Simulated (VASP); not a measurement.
TiB2: relaxation of cell and atoms with PBE+D3(BJ)

TiB2:

```
CELL_PARAMETERS angstrom
3.02593 0.00000 0.00000
-1.51296 2.62053 0.00000
0.00000 0.00000 3.22877
ATOMIC_POSITIONS crystal
Ti 0.00000 0.00000 0.00000
B 0.33333 0.66667 0.50000
B 0.66667 0.33333 0.50000
```

The cell is a database's computed one.

```yaml
Program: VASP 6.6.1
Task: relaxation of cell and atoms
Functional: PBE
Dispersion: D3(BJ)
Potentials_or_basis: VASP PAW PBE potentials, release 64 (Ti_sv, B)
Cutoff: 600 eV
k_mesh: 15 × 15 × 14
Occupations: gaussian, width 0.1 eV
Spin: no spin polarisation
Further_INCAR_settings: ALGO = Normal; EDIFF = 1e-07; IBRION = 2; EDIFFG = -0.005; NSW = 90; ISIF = 3
```

```
Relaxed volume                         : 8.29 Å³/atom
Relaxed cell                           : a = 3.004 Å, b = 3.004 Å, c = 3.182 Å, α = 90.00°, β = 90.00°, γ = 120.00°
Space group after relaxing (to 0.05 Å) : P6/mmm (No. 191)
Energy gained by relaxing              : 5.8 meV/atom
Ionic steps                            : 4
Pressure after relaxing                : 0.0 GPa
Band gap on the k mesh                 : none (metal or under the smearing width)
Dispersion energy per atom             : -0.433 eV
```

The path:
```
step  energy change (eV)  largest force (eV/Å)  pressure (GPa)  volume (Å³)
   1              0.0000                0.0000           -7.13        25.60
   2             -0.0016                0.0000            7.66        24.22
   3             -0.0167                0.0000            0.10        24.88
   4             -0.0174                0.0000           -0.01        24.87
```

Final structure:
```cif
data_structure
_symmetry_space_group_name_H-M 'P 1'
_symmetry_Int_Tables_number 1
_cell_length_a 3.0042
_cell_length_b 3.0042
_cell_length_c 3.1820
_cell_angle_alpha 90.000
_cell_angle_beta 90.000
_cell_angle_gamma 120.000
_cell_volume 24.87
loop_
_atom_site_label
_atom_site_type_symbol
_atom_site_fract_x
_atom_site_fract_y
_atom_site_fract_z
_atom_site_occupancy
Ti1 Ti 0.00000 0.00000 0.00000 1
B1 B 0.33333 0.66667 0.50000 1
B2 B 0.66667 0.33333 0.50000 1
```

Levels at points of the mesh, in eV from the Fermi level:
```
           k point  band 5  band 6  band 7  band 8  band 9  band 10  band 11  band 12  band 13
(0.00, 0.00, 0.00)  -13.70   -2.74   -2.74   -2.30   -2.20     1.96     1.96     3.81     3.81
(0.00, 0.00, 0.50)  -11.67   -7.76   -0.61   -0.61   -0.25    -0.25     0.43     0.43     1.76
```

It took 100 s on 1 thread of Intel(R) Xeon(R) Platinum 8488C (Sapphire Rapids), with other jobs on the host, peak memory 0.24 GiB.

Caveat: pairwise dispersion overbinds metals, which lowers pressure and volume.
